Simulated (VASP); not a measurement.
**Bulk modulus of wurtzite semiconductors: measurement against r2SCAN**

Computed values from VASP (plane waves, PAW); cells keep the symmetry of their structure type. Static lattice, from a third-order Birch-Murnaghan fit over five volumes at each level.

Here x stands for r2SCAN B0 and y for measured B0.

```csv
solid,r2SCAN B0 (GPa),measured B0 (GPa),cut-off (eV),basis of the measured value
CdSe,51.4,53.4,520,"unstated, as measured"
CdS,60.3,?,520,"mostly room temperature (not given in the table), as measured"
ZnS,79.1,80.0,520,"room temperature, as measured"
ZnO,149.8,143.0,520,"mostly room temperature (not given in the table), as measured"
AlN,212.1,208.0,520,"room temperature presumed (not given), as measured"
BN,389.8,375.0,520,"room temperature, as measured"
```

Fit y of the 5 rows that show it with a straight line. With u = x - 176, the rows have u = -124.60, -96.90, -26.20, 36.10, 213.80. Means: u 0.44000, y 171.88. About the means, the sum of products is 69153 and the sum of squares of u is 72614; the slope is their ratio. Least squares gives y = 171.46 + 0.95234·u. Residuals (row less fit): 0.60, 0.82, -3.51, 2.16, -0.07; standard error 2.45 (degrees of freedom: 3). The slope is 0.952 with a standard error of 0.0091. Before the fit, r2SCAN less measured has mean 4.56, mean absolute 5.72 and median absolute 4.10 GPa over these 5 rows.

Q: Estimate the missing y (x = 60.3); what was measured?

A: u = -115.70, so y = 171.46 + 0.95234 × (-115.70) = 61.27 GPa. The measured value is 60.7 GPa, 0.57 GPa below the prediction (0.2 % of the range of y in the table). The row lies between fitted rows. From the scatter of the fitted rows alone, a prediction at this place has a standard error of 2.89 GPa, so the miss is 0.2 times that.

Plain r2SCAN misses this row by -0.4 GPa. These measured values aren't marked as zero-point corrected, so thermal and zero-point effects can be part of a miss beside the level's own error; see the basis column. ZnS is here the high-temperature form. BN is here a metastable high-pressure form. The rows are a random draw of 6 from the 6 solids that have both values on this basis (room or unstated temperature), of 8 computed in this series. Not drawn: V to Ni and open 4f shells, rows kept for tests, unfit runs, cells that left their space group, values derived or compiled from fits, values whose temperature is given only as extrapolated, encyclopaedia, home-page and unnamed sources, sources from 2025 on, soft halide and hydride lattices. Measured values as quoted by these papers, many of them computational: CdSe Michael Grünwald et al., The Journal of Chemical Physics (2012), arXiv:1201.2992; CdS Cormac Toher et al., Physical Review Materials (2017), arXiv:1611.05714; ZnS Isothermal phase behavior of Ag3SbS3, ZnGeP2, and ZnS (abstract); ZnO Cormac Toher et al., Physical Review Materials (2017), arXiv:1611.05714; AlN J. Phys. Chem. B 108, 11506, doi 10.1021/jp048396e, abstract (bulk AlN value quoted); BN Equation of state of wurtzitic boron nitride to 66 GPa, Appl. Phys. Lett., doi 10.1063/1.121186.
